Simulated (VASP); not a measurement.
These are PW91 GGA, VASP's PBE PAW potentials (set 64) (plane waves; VASP) values and carry that method's errors.

A VASP calculation is set up with these files.

### POSCAR
```
Tc
1
    1.3700000000    -2.3729100000     0.0000000000
    1.3700000000     2.3729100000     0.0000000000
    0.0000000000     0.0000000000     4.3900000000
Tc
2
Direct
  0.3333330000   0.6666670000   0.2500000000
  0.6666670000   0.3333330000   0.7500000000
```

File KPOINTS:
```
Regular mesh
0
gamma
  14 14 8
0 0 0
```

### INCAR
```
ALGO=Normal
EDIFF=1E-6
EDIFFG=-0.01
ENCUT=520
GGA=91
IBRION=2
ISIF=3
ISMEAR=1
LASPH=.True.
LCHARG=.False.
LMAXMIX=4
LREAL=.False.
LWAVE=.False.
NELM=100
NSW=60
PREC=Accurate
SIGMA=0.1
SYSTEM=Tc
```

POTCAR, in this order: Tc_pv (PBE.64 set). Program: vasp_std.

Output of the run:

File OSZICAR:
```
       N       E                     dE             d eps       ncg     rms          rms(c)
DAV:   1     0.312242186130E+03    0.31224E+03   -0.16934E+04  4104   0.162E+03
DAV:   2    -0.138897793514E+02   -0.32613E+03   -0.32292E+03  4430   0.455E+02
DAV:   3    -0.220123651177E+02   -0.81226E+01   -0.79012E+01  4937   0.821E+01
DAV:   4    -0.221012310557E+02   -0.88866E-01   -0.87394E-01  4440   0.805E+00
DAV:   5    -0.221020609736E+02   -0.82992E-03   -0.82971E-03  4564   0.740E-01    0.240E+01
DAV:   6    -0.207911111806E+02    0.13109E+01   -0.32094E+00  4342   0.177E+01    0.741E+00
DAV:   7    -0.206420375820E+02    0.14907E+00   -0.58595E-01  4662   0.686E+00    0.893E-01
DAV:   8    -0.206327999156E+02    0.92377E-02   -0.10874E-02  4189   0.115E+00    0.277E-01
DAV:   9    -0.206327831816E+02    0.16734E-04   -0.48037E-04  4782   0.187E-01    0.208E-02
DAV:  10    -0.206327792949E+02    0.38867E-05   -0.15018E-05  4368   0.334E-02    0.953E-03
DAV:  11    -0.206327786790E+02    0.61588E-06   -0.47247E-07  2156   0.771E-03
   1 F= -.20632779E+02 E0= -.20632474E+02  d E =-.206328E+02
       N       E                     dE             d eps       ncg     rms          rms(c)
DAV:   1    -0.215985908037E+02   -0.96581E+00   -0.29126E+01  4288   0.663E+01    0.975E+00
DAV:   2    -0.206120530264E+02    0.98654E+00   -0.30560E+00  4315   0.175E+01    0.147E+00
DAV:   3    -0.205804358616E+02    0.31617E-01   -0.30744E-01  4485   0.512E+00    0.130E+00
DAV:   4    -0.205970124351E+02   -0.16577E-01   -0.19151E-02  4128   0.107E+00    0.417E-01
DAV:   5    -0.205964057593E+02    0.60668E-03   -0.28569E-03  4583   0.490E-01    0.368E-02
DAV:   6    -0.205966148736E+02   -0.20911E-03   -0.12512E-04  4201   0.928E-02    0.842E-03
DAV:   7    -0.205966150297E+02   -0.15611E-06   -0.26946E-06  4289   0.110E-02
   2 F= -.20596615E+02 E0= -.20596183E+02  d E =0.361636E-01
       N       E                     dE             d eps       ncg     rms          rms(c)
DAV:   1    -0.211923752238E+02   -0.59576E+00   -0.15426E+01  4192   0.463E+01    0.820E+00
DAV:   2    -0.206484425925E+02    0.54393E+00   -0.16176E+00  4228   0.132E+01    0.114E+00
DAV:   3    -0.206279182460E+02    0.20524E-01   -0.16820E-01  4499   0.384E+00    0.124E+00
DAV:   4    -0.206369457358E+02   -0.90275E-02   -0.69664E-03  4175   0.689E-01    0.112E-01
DAV:   5    -0.206376358463E+02   -0.69011E-03   -0.18401E-03  4593   0.388E-01    0.375E-02
DAV:   6    -0.206376585536E+02   -0.22707E-04   -0.98880E-05  4201   0.905E-02    0.174E-02
DAV:   7    -0.206376576614E+02    0.89218E-06   -0.18407E-06  2838   0.132E-02
   3 F= -.20637658E+02 E0= -.20637310E+02  d E =-.487898E-02
       N       E                     dE             d eps       ncg     rms          rms(c)
DAV:   1    -0.206376848422E+02   -0.26289E-04   -0.74000E-04  4228   0.328E-01    0.541E-02
DAV:   2    -0.206376591069E+02    0.25735E-04   -0.74937E-05  4237   0.893E-02    0.771E-03
DAV:   3    -0.206376584471E+02    0.65977E-06   -0.79709E-06  4419   0.266E-02
   4 F= -.20637658E+02 E0= -.20637312E+02  d E =-.487977E-02
       N       E                     dE             d eps       ncg     rms          rms(c)
DAV:   1    -0.206520907934E+02   -0.14432E-01   -0.44642E-01  4225   0.804E+00    0.135E+00
DAV:   2    -0.206367344180E+02    0.15356E-01   -0.45522E-02  4252   0.221E+00    0.190E-01
DAV:   3    -0.206361574303E+02    0.57699E-03   -0.48335E-03  4482   0.655E-01    0.195E-01
DAV:   4    -0.206364341189E+02   -0.27669E-03   -0.22071E-04  4142   0.122E-01    0.124E-02
DAV:   5    -0.206364464550E+02   -0.12336E-04   -0.47148E-05  4500   0.631E-02    0.958E-03
DAV:   6    -0.206364475851E+02   -0.11301E-05   -0.45429E-06  4079   0.194E-02    0.303E-03
DAV:   7    -0.206364474553E+02    0.12978E-06   -0.86813E-08  2045   0.291E-03
   5 F= -.20636447E+02 E0= -.20636121E+02  d E =-.366878E-02
       N       E                     dE             d eps       ncg     rms          rms(c)
DAV:   1    -0.206520595595E+02   -0.15612E-01   -0.41407E-01  4224   0.778E+00    0.128E+00
DAV:   2    -0.206379912728E+02    0.14068E-01   -0.41965E-02  4252   0.211E+00    0.183E-01
DAV:   3    -0.206374315286E+02    0.55974E-03   -0.45733E-03  4473   0.636E-01    0.182E-01
DAV:   4    -0.206376516382E+02   -0.22011E-03   -0.20671E-04  4139   0.117E-01    0.168E-02
DAV:   5    -0.206376569991E+02   -0.53610E-05   -0.49513E-05  4482   0.654E-02    0.108E-02
DAV:   6    -0.206376575276E+02   -0.52849E-06   -0.45149E-06  4082   0.188E-02
   6 F= -.20637658E+02 E0= -.20637312E+02  d E =-.487885E-02
       N       E                     dE             d eps       ncg     rms          rms(c)
DAV:   1    -0.206379162504E+02   -0.25925E-03   -0.11335E-02  4088   0.920E-01    0.904E-02
DAV:   2    -0.206377178682E+02    0.19838E-03   -0.33260E-04  4395   0.159E-01    0.382E-02
DAV:   3    -0.206376759493E+02    0.41919E-04   -0.14468E-04  4814   0.838E-02    0.545E-03
DAV:   4    -0.206376760527E+02   -0.10337E-06   -0.28191E-06  3549   0.179E-02
   7 F= -.20637676E+02 E0= -.20637324E+02  d E =-.185251E-04
```

**OUTCAR**
```
------------------------ aborting loop because EDIFF is reached ----------------------------------------
  FORCE on cell =-STRESS in cart. coord.  units (eV):
  Direction    XX          YY          ZZ          XY          YZ          ZX
  --------------------------------------------------------------------------------------
  Total        0.0159846      0.0159847      0.0153246      0.0000000     -0.0000000      0.0000000
  in kB        0.8856126      0.8856129      0.8490420      0.0000000     -0.0000000      0.0000000
  external PRESSURE =       0.8734225 kB  Pullay stress =       0.0000000 kB
  volume of cell :       28.92
      direct lattice vectors                 reciprocal lattice vectors
     1.376697531 -2.384510469  0.000000000     0.363187983 -0.209686645  0.000000000
     1.376697531  2.384510469 -0.000000000     0.363187983  0.209686645  0.000000000
    -0.000000000  0.000000000  4.404555072     0.000000000  0.000000000  0.227037688
 POSITION                                       TOTAL-FORCE (eV/Angst)
 -----------------------------------------------------------------------------------
      1.37670      0.79484      1.10114        -0.000000      0.000000     -0.000000
      1.37670     -0.79484      3.30342         0.000000     -0.000000      0.000000
 -----------------------------------------------------------------------------------
    total drift:                               -0.000027      0.000624     -0.000043
  FREE ENERGIE OF THE ION-ELECTRON SYSTEM (eV)
  ---------------------------------------------------
  free  energy   TOTEN  =       -20.6376760527 eV

  energy  without entropy=      -20.6366195610  energy(sigma->0) =      -20.63732389

 reached required accuracy - stopping structural energy minimisation
```
(Selected blocks of OUTCAR.)

CONTCAR:
```
Tc
   1.00000000000000
     1.3766975307666487   -2.3845104693523633    0.0000000000000000
     1.3766975307666487    2.3845104693523633   -0.0000000000000000
    -0.0000000000000000    0.0000000000000000    4.4045550721551985
  Tc
     2
Direct
     0.3333330000000032    0.6666669999999968    0.2500000000000000
     0.6666669999999968    0.3333330000000032    0.7500000000000000
```

The compound is Tc in the hcp structure. This run relaxes it. Symmetry was kept, so distortions that lower it aren't found.
